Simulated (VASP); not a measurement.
## H6C2O: single point with PBE+D3(BJ)

H6C2O:

```
CELL_PARAMETERS angstrom
7.52907 0.00000 0.00000
0.00000 7.52907 0.00000
0.00000 0.00000 7.52907
ATOMIC_POSITIONS crystal
C 0.76518 0.88970 0.82346
C 0.86762 0.03149 0.72820
C 0.93614 0.40449 0.27852
C 0.84755 0.25089 0.19534
C 0.24000 0.68931 0.02668
C 0.37298 0.53304 0.07288
C 0.51984 0.46048 0.61531
C 0.65429 0.47229 0.76774
O 0.04120 0.01561 0.79912
O 0.65855 0.27532 0.22215
O 0.53146 0.61029 0.13753
O 0.83601 0.46104 0.70900
H 0.11046 0.11971 0.75837
H 0.86360 0.00813 0.58955
H 0.81829 0.16235 0.75191
H 0.62304 0.89301 0.79521
H 0.80901 0.75320 0.79917
H 0.78419 0.90999 0.97012
H 0.58493 0.17691 0.18646
H 0.88731 0.23275 0.04869
H 0.89400 0.12375 0.25678
H 0.08251 0.37229 0.28282
H 0.93179 0.52466 0.18500
H 0.88340 0.43780 0.40801
H 0.61407 0.51260 0.14897
H 0.31845 0.44047 0.16601
H 0.39630 0.46250 0.94511
H 0.11486 0.63012 0.99422
H 0.22513 0.78399 0.13930
H 0.30016 0.75223 0.91529
H 0.91139 0.55501 0.74775
H 0.65201 0.58820 0.85111
H 0.62082 0.35473 0.85793
H 0.38552 0.49907 0.66881
H 0.53459 0.54655 0.50000
H 0.51587 0.32712 0.55549
```

The cell was built by a generator and needn't be a form met in nature.

```json
{"Program": "VASP 6.6.1", "Task": "single point", "Functional": "PBE", "Dispersion": "D3(BJ)", "Potentials or basis": "VASP PAW PBE potentials, release 64 (C, O, H)", "Cutoff": "520 eV", "k mesh": "1 × 1 × 1", "Occupations": "fermi-dirac, width 0.02 eV", "Spin": "no spin polarisation", "Dipole correction": "no", "Further INCAR settings": "LREAL = Auto; ALGO = Fast; EDIFF = 1e-07; NBANDS = 64"}
```

```
Pressure                   : 0.7 GPa
Largest force              : 2.715 eV/Å
Band gap on the k mesh     : 4.37 eV, direct
Dispersion energy per atom : -0.036 eV
```

Forces on the atoms (eV/Å):
```
C   -0.453  0.382  1.366
C   -0.040 -1.247  1.027
C    1.801  1.397 -1.476
C   -0.146 -1.815 -1.071
C    1.480 -1.271  1.658
C   -0.778  1.729 -1.138
C   -0.872  0.360  0.245
C    0.262 -1.121  0.030
O    1.564  0.973 -0.294
O    0.312  0.472 -0.034
O   -0.075  0.561 -0.016
O   -0.281 -1.792 -0.887
H   -0.325 -0.641  0.235
H    0.141 -0.195 -1.626
H   -0.642  0.999  0.250
H   -0.223  0.053 -0.067
H    0.369  0.310 -0.390
H   -0.277 -0.112 -0.625
H    0.172 -0.535 -0.303
H   -0.581  0.410  1.085
H   -0.372  0.331  0.063
H   -0.792  0.287  0.343
H   -0.229 -0.791  0.976
H    0.005  0.025  0.416
H    0.319 -0.516  0.383
H   -0.447 -0.642  0.772
H   -0.110 -0.037  0.390
H   -0.864 -0.084 -0.333
H    0.032 -0.383 -0.402
H    0.058  0.835 -0.883
H    0.142  0.914  0.545
H   -0.916  0.467  0.202
H    0.639  0.715 -0.548
H    0.600 -0.537 -0.218
H    0.603  0.556 -0.030
H   -0.074 -0.057  0.355
```

Stress tensor (GPa, compression positive):
```
 0.92  0.62 -0.21
 0.62  0.80  0.48
-0.21  0.48  0.34
```

Levels at points of the mesh, in eV from the valence-band top:
```tsv
k point	band 38	band 39	band 40	band 41	band 42	band 43
(0.00, 0.00, 0.00)	-0.49	-0.34	0.00	4.37	5.58	6.01
```

It took 66 s on 1 thread of Intel(R) Xeon(R) Platinum 8488C (Sapphire Rapids), with other jobs on the host, peak memory 0.41 GiB.
